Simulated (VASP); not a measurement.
Input:

```
SnO
1.0
    0.00000     2.45917     2.45917
    2.45917     0.00000     2.45917
    2.45917     2.45917     0.00000
Sn O
1 1
Direct
  0.00000   0.00000   0.00000
  0.25000   0.25000   0.25000
```

These are PBEsol GGA, VASP's PBE PAW potentials (set 64) (plane waves; VASP) values and carry that method's errors. Run with 620 eV cut-off, 9×9×9 Γ-centred mesh, Gaussian smearing of 0.050 eV, potentials Sn_d O.

Energy and stress use the plane-wave basis of the starting cell.

Q: The ions, cell shape and volume at an external pressure of 45.0 GPa are relaxed. Which structure does the run end with?

A: 
```
SnO
1.0
    0.00000     2.39925     2.39925
    2.39925     0.00000     2.39925
    2.39925     2.39925     0.00000
Sn O
1 1
Direct
  0.00000   0.00000   0.00000
  0.25000   0.25000   0.25000
```
Space group F-43m (216), at a tolerance of 0.03 Å.

Q: How do energy and volume change from the first to the last step?

A: The energy (σ→0) changes by +245.2 meV/atom and the volume by -7.1 %, in 4 ionic steps.

| step | E(σ→0) (eV) | max force (eV/Å) | pressure (GPa) | volume (Å³) |
|---|---|---|---|---|
| 1 | -10.4153 | 0.000 | 30.02 | 29.74 |
| 2 | -8.5787 | 0.000 | 82.68 | 24.15 |
| 3 | -9.9459 | 0.000 | 44.32 | 27.70 |
| 4 | -9.9249 | 0.000 | 44.98 | 27.62 |

The structure was generated: SnO was put into the zinc blende type (F-43m), which need not be its known phase. This run relaxes it under an external pressure of 45 GPa. Symmetry was kept, so distortions that lower it aren't found.
